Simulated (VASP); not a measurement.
# LaOs2F2 (I4/mmm) in VASP: single point with PBE

Aim: the single point of LaOs2F2 with PBE.

All numbers are computed with VASP 6.6.1; they aren't measurements. Logs are shortened: lines on timing, memory, paths and dates and some standing lists are left out, and cuts for length are marked.

### Step 1. Starting point

The structure is tetragonal, space group I4/mmm (No. 139). Conventional cell: a = 3.957 Å, b = 3.957 Å, c = 9.511 Å, α = 90.00°, β = 90.00°, γ = 90.00°. Around F (site symmetry 4mm) lie 4 Os at 2.31 Å and 1 F at 2.36 Å. La (site symmetry 4/mmm) has 8 F at 3.04 Å and 8 Os at 3.09 Å as nearest neighbours. Os (site symmetry -4m2) is surrounded by 4 F at 2.31 Å.

The cell was built by a generator and needn't be a form met in nature.

### Step 2. Single point, PBE

INCAR

```
PREC = Accurate
ENCUT = 520
EDIFF = 1E-6
ISMEAR = -1
SIGMA = 0.1
LREAL = F
LASPH = T
NELM = 80
ALGO = Fast
ISIF = 2
LWAVE = F
LCHARG = F
GGA = PE
NBANDS = 28
```

KPOINTS

```
regular mesh
0
Gamma
  9 9 9
```

POSCAR

```
LaOs2F2
1.0
    0.0000000000      3.9567530000      0.0000000000
    3.9567530000      0.0000000000      0.0000000000
    1.9783770000      1.9783770000     -4.7556080000
F La Os
2 1 2
Direct
    0.3760000000      0.3760000000      0.2480000000
    0.6240000000      0.6240000000      0.7520000000
    0.0000000000      0.0000000000      0.0000000000
    0.7500000000      0.2500000000      0.5000000000
    0.2500000000      0.7500000000      0.5000000000
```

Potentials or basis: VASP PAW PBE potentials, release 64 (F, La, Os).

Started as:

```sh
cat potpaw_PBE.64/F/POTCAR potpaw_PBE.64/La/POTCAR potpaw_PBE.64/Os/POTCAR > POTCAR
mpirun -np 1 vasp_std > vasp.out
```

OUTCAR:

```text
PREC = Accurate
   ENCUT = 520
   EDIFF = 1E-6
   ISMEAR = -1
   LREAL = F
   LASPH = T
   NELM = 80
   ISIF = 2
   GGA = PE

 ion  position               nearest neighbor table
   1  0.376  0.376  0.248-   5 2.31   4 2.31   4 2.31   5 2.31
   2  0.624  0.624  0.752-   5 2.31   4 2.31   4 2.31   5 2.31
   3  0.000  0.000  0.000-   4 3.09   5 3.09   4 3.09   5 3.09   4 3.09   5 3.09   4 3.09   5 3.09

   4  0.750  0.250  0.500-   1 2.31   2 2.31   2 2.31   1 2.31   5 2.80   5 2.80   5 2.80   5 2.80
                             3 3.09   3 3.09   3 3.09   3 3.09
   5  0.250  0.750  0.500-   1 2.31   2 2.31   2 2.31   1 2.31   4 2.80   4 2.80   4 2.80   4 2.80
                             3 3.09   3 3.09   3 3.09   3 3.09

  LATTYP: Found a body centered tetragonal cell.
 ALAT       =     3.9567530000
 C/A-ratio  =     2.4037932113

  Lattice vectors:

 A1 = (  -1.9783770000,   1.9783760000,   4.7556080000)
 A2 = (   1.9783760000,  -1.9783770000,   4.7556080000)
 A3 = (   1.9783770000,   1.9783770000,  -4.7556080000)

Analysis of symmetry for initial positions (statically):
=====================================================================
 Subroutine PRICEL returns:
 Original cell was already a primitive cell.

 Routine SETGRP: Setting up the symmetry group for a
 body centered tetragonal supercell.

 Subroutine GETGRP returns: Found 16 space group operations
 (whereof 16 operations were pure point group operations)
 out of a pool of 16 trial point group operations.

The static configuration has the point symmetry D_4h.

Analysis of symmetry for dynamics (positions and initial velocities):
=====================================================================
 Subroutine PRICEL returns:
 Original cell was already a primitive cell.

 Routine SETGRP: Setting up the symmetry group for a
 body centered tetragonal supercell.

 Subroutine GETGRP returns: Found 16 space group operations
 (whereof 16 operations were pure point group operations)
 out of a pool of 16 trial point group operations.

The dynamic configuration has the point symmetry D_4h.

 Subroutine INISYM returns: Found 16 space group operations
 (whereof 16 operations are pure point group operations),
 and found     1 'primitive' translations

----------------------------------------------------------------------------------------

                                     Primitive cell

  volume of cell :      74.4533

  direct lattice vectors                    reciprocal lattice vectors
     0.000000000  3.956753000  0.000000000     0.000000000  0.252732480  0.105139054
     3.956753000  0.000000000  0.000000000     0.252732480  0.000000000  0.105139054
     1.978377000  1.978377000 -4.755608000     0.000000000  0.000000000 -0.210278055

  length of vectors
     3.956753000  3.956753000  5.517586298     0.273729661  0.273729661  0.210278055

  position of ions in fractional coordinates (direct lattice)
     0.376000000  0.376000000  0.248000000
     0.624000000  0.624000000  0.752000000
     0.000000000  0.000000000  0.000000000
     0.750000000  0.250000000  0.500000000
     0.250000000  0.750000000  0.500000000

  ion indices of the primitive-cell ions
   primitive index   ion index
                 1           1
                 2           2
                 3           3
                 4           4
                 5           5

----------------------------------------------------------------------------------------

 KPOINTS: regular mesh

Automatic generation of k-mesh.
 Grid dimensions read from file:
 generate k-points for:    9    9    9

 Generating k-lattice:

  Cartesian coordinates                     Fractional coordinates (reciprocal lattice)
     0.000000000  0.028081387  0.011682117     0.111111111  0.000000000 -0.000000000
     0.028081387  0.000000000  0.011682117     0.000000000  0.111111111 -0.000000000
     0.000000000  0.000000000 -0.023364228     0.000000000  0.000000000  0.111111111

  Length of vectors
     0.030414407  0.030414407  0.023364228

  Shift w.r.t. Gamma in fractional coordinates (k-lattice)
     0.000000000  0.000000000  0.000000000

 Subroutine IBZKPT returns following result:
 ===========================================

 Found     75 irreducible k-points:

 Following reciprocal coordinates:
            Coordinates               Weight
  0.000000  0.000000  0.000000      1.000000
  0.111111  0.000000 -0.000000      8.000000
  0.222222  0.000000 -0.000000      8.000000
  0.333333  0.000000 -0.000000      8.000000
  0.444444  0.000000 -0.000000      8.000000
  0.111111  0.111111 -0.000000      8.000000
[... 16 lines left out ...]
 -0.333333  0.333333  0.000000      4.000000
  0.444444  0.444444 -0.000000      8.000000
 [... further k-points ...]
   k-points           NKPTS =     75   k-points in BZ     NKDIM =     75   number of bands    NBANDS=     28
   number of dos      NEDOS =    301   number of ions     NIONS =      5
   total plane-waves  NPLWV =  37800
   dimension x,y,z NGX =    30 NGY =   30 NGZ =   42
   dimension x,y,z NGXF=    60 NGYF=   60 NGZF=   84
   ions per type =               2   1   2
   NGX,Y,Z   is equivalent  to a cutoff of  12.60, 12.60, 12.65 a.u.
   NGXF,Y,Z  is equivalent  to a cutoff of  25.21, 25.21, 25.31 a.u.
 SYSTEM =  unknown system
   PREC   = accura    normal or accurate (medium, high low for compatibility)
   ISTART =      0    job   : 0-new  1-cont  2-samecut
   ICHARG =      2    charge: 1-file 2-atom 10-const
   ISPIN  =      1    spin polarized calculation?
   LNONCOLLINEAR =      F non collinear calculations
   LSORBIT =      F    spin-orbit coupling
   LASPH  =      T    aspherical Exc in radial PAW
   ENCUT  =  520.0 eV  38.22 Ry    6.18 a.u.   7.36  7.36 10.26*2*pi/ulx,y,z
   NELM   =     80;   NELMIN=  2; NELMDL= -5     # of ELM steps
   EDIFF  = 0.1E-05   stopping-criterion for ELM
   LREAL  =      F    real-space projection
   EDIFFG = 0.1E-04   stopping-criterion for IOM
   NSW    =      0    number of steps for IOM
   IBRION =     -1    ionic relax: 0-MD 1-quasi-New 2-CG
   NFREE  =      0    steps in history (QN), initial steepest desc. (CG)
   ISIF   =      2    stress and relaxation
   ISYM   =      2    0-nonsym 1-usesym 2-fastsym
   POTIM  = 0.5000    time-step for ionic-motion
   TEBEG  =    0.0;   TEEND  =   0.0 temperature during run
   PSTRESS=    0.0 pullay stress
   NELECT =      41.0000    total number of electrons
   NUPDOWN=      -1.0000    fix difference up-down
   EMIN   =  10.00;   EMAX   =-10.00  energy-range for DOS
   EFERMI =   0.00;   METHOD = LEGACY
   ISMEAR =    -1;   SIGMA  =   0.10  broadening in eV -4-tet -1-fermi 0-gaus
   EFERMI_NEDOS =   21; number of points for ismear=-14 and -15
   IALGO  =     68    algorithm
   IMIX   =      4    mixing-type and parameters
     AMIX     =   0.40;   BMIX     =  1.00
     AMIX_MAG =   1.60;   BMIX_MAG =  1.00
  volume/ion in A,a.u.               =      14.89       100.49
  Fermi-wavevector in a.u.,A,eV,Ry     =   1.341863  2.535753 24.498596  1.800596
  Thomas-Fermi vector in A             =   2.470063
   LORBIT       =      0    0 simple, 1 ext, 2 COOP (PROOUT), +10 PAW based schemes
   GGA     = PE    functional components
   LHFCALC =     F    Hartree Fock is set to
   AEXX    =    0.0000 exact exchange contribution
   IVDW    =     0    specifies the selected vdW correction
   LEPSILON=     F    determine dielectric tensor
   LRPA    =     F    only Hartree local field effects (RPA)
 non-spin polarized calculation
 RMM-DIIS sequential band-by-band and
  energy-cutoff  :      520.00
  volume of cell :       74.45
 maximum number of plane-waves:      2030
 NGX is ok and might be reduce to    30
   NGX = 15   NGY = 15   NGZ = 21

 number of electron      41.0000016 magnetization

 Free energy of the ion-electron system (eV)
  ---------------------------------------------------
  ext. energy  EPLUGINS =         0.00000000
  ---------------------------------------------------
  free energy    TOTEN  =       -30.46300142 eV

  energy without entropy =      -30.30336936  energy(sigma->0) =      -30.38318539

 E-fermi :   8.2010     XC(G=0): -11.9370

 val. band max:        8.1944734195   @ k =  -0.1111  -0.1111   0.2222
 cond. band min:       8.2179976000   @ k =  -0.2222   0.4444   0.1111
 fundamental gap:      0.0235241805
 Fermi energy:         8.2010275961

 k-point     1 :       0.0000    0.0000    0.0000
  band No.  band energies     occupation
      1     -23.6807      2.00000
      2     -17.0233      2.00000
      3     -16.6266      2.00000
      4      -7.5480      2.00000
      5      -7.4759      2.00000
      6      -7.4759      2.00000
[... 20 lines left out ...]
     27      11.7256      0.00000
     28      11.7487      0.00000

 k-point     2 :       0.1111    0.0000   -0.0000
  band No.  band energies     occupation
      1     -23.6742      2.00000
      2     -17.0219      2.00000
      3     -16.6268      2.00000
      4      -7.5508      2.00000
      5      -7.5165      2.00000
      6      -7.4638      2.00000
[... 20 lines left out ...]
     27      11.5045      0.00000
     28      11.7729      0.00000

 k-point     3 :       0.2222    0.0000   -0.0000
  band No.  band energies     occupation
      1     -23.6578      2.00000
      2     -17.0164      2.00000
      3     -16.6276      2.00000
      4      -7.6228      2.00000
      5      -7.5603      2.00000
      6      -7.4330      2.00000
[... 20 lines left out ...]
     27      11.3993      0.00000
     28      11.4042      0.00000

 k-point     4 :       0.3333    0.0000   -0.0000
  band No.  band energies     occupation
      1     -23.6392      2.00000
      2     -17.0085      2.00000
      3     -16.6292      2.00000
      4      -7.7452      2.00000
      5      -7.5798      2.00000
      6      -7.3977      2.00000
[... 20 lines left out ...]
     27      11.4744      0.00000
     28      11.5248      0.00000

 k-point     5 :       0.4444    0.0000   -0.0000
  band No.  band energies     occupation
      1     -23.6271      2.00000
      2     -17.0021      2.00000
      3     -16.6306      2.00000
      4      -7.8274      2.00000
      5      -7.5960      2.00000
      6      -7.3745      2.00000
[... 20 lines left out ...]
     27      11.4772      0.00000
     28      11.5808      0.00000

 k-point     6 :       0.1111    0.1111   -0.0000
  band No.  band energies     occupation
      1     -23.6672      2.00000
      2     -17.0165      2.00000
      3     -16.6308      2.00000
      4      -7.5578      2.00000
      5      -7.5241      2.00000
      6      -7.4882      2.00000
[... 463 lines left out ...]
      5      -7.7908      2.00000
      6      -7.5373      2.00000
[... 20 lines left out ...]
     27      11.4188      0.00000
     28      11.4934      0.00000

 k-point    22 :      -0.4444    0.3333   -0.0000
  band No.  band energies     occupation
      1     -23.5983      2.00000
      2     -16.9672      2.00000
      3     -16.6025      2.00000
      4      -7.9102      2.00000
      5      -7.8005      2.00000
      6      -7.5214      2.00000
[... 20 lines left out ...]
     27      11.4728      0.00000
     28      11.5037      0.00000

 k-point    23 :      -0.3333    0.3333    0.0000
  band No.  band energies     occupation
      1     -23.6084      2.00000
      2     -16.9820      2.00000
      3     -16.6028      2.00000
      4      -7.7931      2.00000
      5      -7.7905      2.00000
      6      -7.5213      2.00000
[... 20 lines left out ...]
     27      11.4890      0.00000
     28      11.5284      0.00000

 k-point    24 :       0.4444    0.4444   -0.0000
  band No.  band energies     occupation
      1     -23.5890      2.00000
      2     -16.9514      2.00000
      3     -16.5997      2.00000
      4      -7.9827      2.00000
      5      -7.8721      2.00000
      6      -7.5123      2.00000
[... 20 lines left out ...]
     27      11.4524      0.00000
     28      11.4971      0.00000

 [... further k-points ...]

------------------------ aborting loop because EDIFF is reached ----------------------------------------

  FORCE on cell =-STRESS in cart. coord.  units (eV):
  Direction    XX          YY          ZZ          XY          YZ          ZX
  --------------------------------------------------------------------------------------
  -------------------------------------------------------------------------------------
  Total        3.9565375      3.9565375     13.2329098      0.0000000     -0.0000014     -0.0000014
  in kB       85.1416253     85.1416253    284.7619807      0.0000000     -0.0000299     -0.0000299
  external PRESSURE =     151.6817438 kB  Pullay stress =       0.0000000 kB

 VOLUME and BASIS-vectors are now :
 -----------------------------------------------------------------------------
  energy-cutoff  :      520.00
  volume of cell :       74.45
      direct lattice vectors                 reciprocal lattice vectors
     0.000000000  3.956753000  0.000000000     0.000000000  0.252732480  0.105139054
     3.956753000  0.000000000  0.000000000     0.252732480  0.000000000  0.105139054
     1.978377000  1.978377000 -4.755608000     0.000000000  0.000000000 -0.210278055

 POSITION                                       TOTAL-FORCE (eV/Angst)
 -----------------------------------------------------------------------------------
      1.97838      1.97838     -1.17939        -0.000000     -0.000000      1.927018
      3.95675      3.95675     -3.57622         0.000000      0.000000     -1.927018
      0.00000      0.00000      0.00000        -0.000000     -0.000000     -0.000000
      1.97838      3.95675     -2.37780        -0.000000      0.000000      0.000000
      3.95675      1.97838     -2.37780         0.000000      0.000000     -0.000000
 -----------------------------------------------------------------------------------
    total drift:                                0.000000      0.000000      0.000000

  FREE ENERGIE OF THE ION-ELECTRON SYSTEM (eV)
  ---------------------------------------------------
  free  energy   TOTEN  =       -30.4630014245 eV

  energy  without entropy=      -30.3033693602  energy(sigma->0) =      -30.38318539
```

It took 5.8 min on 1 thread of Intel Xeon 6975P-C (Granite Rapids), shared host; peak memory 0.33 GiB.

Results:

- Free energy: -30.4630 eV
- Pressure: 15.2 GPa
- Largest force: 1.927 eV/Å
- Band gap on the k mesh: none (metal or under the smearing width)

Forces on the atoms (eV/Å):
```
F    0.000  0.000  1.927
F    0.000  0.000 -1.927
La   0.000  0.000  0.000
Os   0.000  0.000  0.000
Os   0.000  0.000  0.000
```

Levels at points of the mesh, in eV from the Fermi level:
```csv
k point,band 19,band 20,band 21,band 22,band 23,band 24
"(0.00, 0.00, 0.00)",-0.64,-0.38,-0.38,-0.11,3.11,3.13
```

Caveat: so large a pressure means that the cell lies far from this level's equilibrium, or that cutoff or potentials fall short; an odd number of electrons without spin polarisation forces a metal; a magnetic or distorted state may lie lower.
